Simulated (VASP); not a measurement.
```
Hf3VN4
1.0
    0.00000     2.21378     2.21378
    2.21378     0.00000     2.21378
    8.74156     8.74156     0.11358
V N Hf
1 4 3
Cartesian
  0.00000   2.21378   2.21378
  2.13283   2.13283   2.29474
  4.34056   4.34056   2.30080
  6.61479   6.61479   2.24035
  8.82251   8.82251   2.24641
  2.10755   2.10755   0.10623
  4.37078   6.58456   2.27057
  8.84779   8.84779   4.43491
```

All values below come from PBEsol GGA, VASP's PBE PAW potentials (set 64) (plane waves; VASP 6.6.1). Run with 520 eV cut-off, Gaussian smearing of 0.050 eV, potentials V_sv N Hf_pv.

Q: Give the energies of bands 23 to 36 at the high-symmetry points, in eV from the Fermi level.

A: 
```json
[
 {"band": "23", "Γ": "-5.13", "T": "-5.89", "H2": "-5.78", "L": "-5.87", "S0": "-5.76", "F": "-6.09"},
 {"band": "24", "Γ": "-5.13", "T": "-4.14", "H2": "-5.74", "L": "-5.85", "S0": "-5.76", "F": "-5.51"},
 {"band": "25", "Γ": "-5.01", "T": "-4.03", "H2": "-5.71", "L": "-5.44", "S0": "-5.70", "F": "-5.32"},
 {"band": "26", "Γ": "-5.01", "T": "-3.76", "H2": "-5.63", "L": "-5.15", "S0": "-5.63", "F": "-5.22"},
 {"band": "27", "Γ": "-2.85", "T": "-3.76", "H2": "-5.59", "L": "-4.75", "S0": "-5.60", "F": "-4.99"},
 {"band": "28", "Γ": "-2.85", "T": "-3.74", "H2": "-5.05", "L": "-4.32", "S0": "-5.05", "F": "-3.86"},
 {"band": "29", "Γ": "-2.71", "T": "-3.74", "H2": "-5.02", "L": "-4.06", "S0": "-5.03", "F": "-3.70"},
 {"band": "30", "Γ": "-1.13", "T": "-1.05", "H2": "-0.46", "L": "-2.60", "S0": "-0.46", "F": "-3.60"},
 {"band": "31", "Γ": "-1.13", "T": "-1.05", "H2": "-0.02", "L": "-2.19", "S0": "0.01", "F": "-0.91"},
 {"band": "32", "Γ": "-0.66", "T": "-0.54", "H2": "0.12", "L": "0.46", "S0": "0.09", "F": "-0.32"},
 {"band": "33", "Γ": "0.10", "T": "-0.02", "H2": "1.25", "L": "0.62", "S0": "1.20", "F": "0.46"},
 {"band": "34", "Γ": "0.45", "T": "0.32", "H2": "1.28", "L": "1.25", "S0": "1.33", "F": "0.70"},
 {"band": "35", "Γ": "0.45", "T": "0.32", "H2": "1.70", "L": "1.73", "S0": "1.70", "F": "1.98"},
 {"band": "36", "Γ": "0.86", "T": "1.36", "H2": "2.40", "L": "2.08", "S0": "2.38", "F": "2.66"}
]
```

It has no gap at this level: it comes out as a metal or semimetal.

The structure was generated: Hf3VN4 was put into an ordered model structure (R-3m), which need not be its known phase. It was relaxed first. The run is not spin-polarised, so no magnetic state was tried. The electron count is odd and the run is not spin-polarised, which forces a metal.
